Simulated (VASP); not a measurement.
The system is SiC.

```xyz
2
Lattice="0.0000 2.1790 2.1790 2.1790 0.0000 2.1790 2.1790 2.1790 0.0000" Properties=species:S:1:pos:R:3 pbc="T T T"
Si    0.0000    0.0000    0.0000
C     1.0895    1.0895    1.0895
```

```yaml
Program: VASP 6.6.1
Task: relaxation of cell and atoms
Functional: LDA
Potentials_or_basis: VASP PAW LDA potentials, release 64 (Si, C)
Cutoff: 520 eV
k_mesh: 12 × 12 × 12
Occupations: gaussian, width 0.02 eV
Spin: no spin polarisation
```

At the start: pressure -4.0 GPa; volume 10.35 Å³/atom.

Problem. How do energy, volume and symmetry change on relaxing?

Solution. Over 3 steps the energy falls by 2.4 meV/atom and the volume is 10.16 Å³/atom (-1.8 %); space group F-43m (No. 216, to 0.05 Å).

Step by step:
```tsv
step	energy change (eV)	largest force (eV/Å)	pressure (GPa)	volume (Å³)
1	0.0000	0.0000	-4.03	20.69
2	0.0008	0.0000	4.64	19.92
3	-0.0048	0.0000	-0.01	20.32
```

Final structure:
```xyz
2
Lattice="0.0000 2.1658 2.1658 2.1658 0.0000 2.1658 2.1658 2.1658 0.0000" Properties=species:S:1:pos:R:3 pbc="T T T"
Si    0.0000    0.0000    0.0000
C     1.0829    1.0829    1.0829
```
